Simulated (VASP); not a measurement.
Here is the system:

```xyz
2
Lattice="4.0009 -2.2262 -0.0251 4.0009 2.2262 -0.0251 2.7851 0.0000 3.6341" Properties=species:S:1:pos:R:3 pbc="T T T"
Bi     2.5448     0.0000     0.8455
Bi     8.2420     0.0000     2.7384
```

These are SCAN meta-GGA, VASP's PBE PAW potentials (set 64) (plane waves; VASP) values and carry that method's errors. Settings: 520 eV cut-off, 7×7×7 Γ-centred mesh, Gaussian smearing of 0.050 eV, potentials Bi_d.

Problem. The ions and cell shape at fixed volume are relaxed. Which structure does the run end with?

Solution. 
```xyz
2
Lattice="3.9614 -2.2393 -0.0462 3.9614 2.2393 -0.0462 2.7385 0.0000 3.6345" Properties=species:S:1:pos:R:3 pbc="T T T"
Bi     2.5481     0.0000     0.8466
Bi     8.1132     0.0000     2.6956
```
Space group R-3m (166), at a tolerance of 0.03 Å.

Problem. How much energy does the relaxation gain?

Solution. The energy (σ→0) changes by -4.6 meV/atom, in 7 ionic steps.

The compound is Bi in the a7 structure. This cell is one point of a volume scan, at 0.94 of the reference volume. Symmetry was kept, so distortions that lower it aren't found.
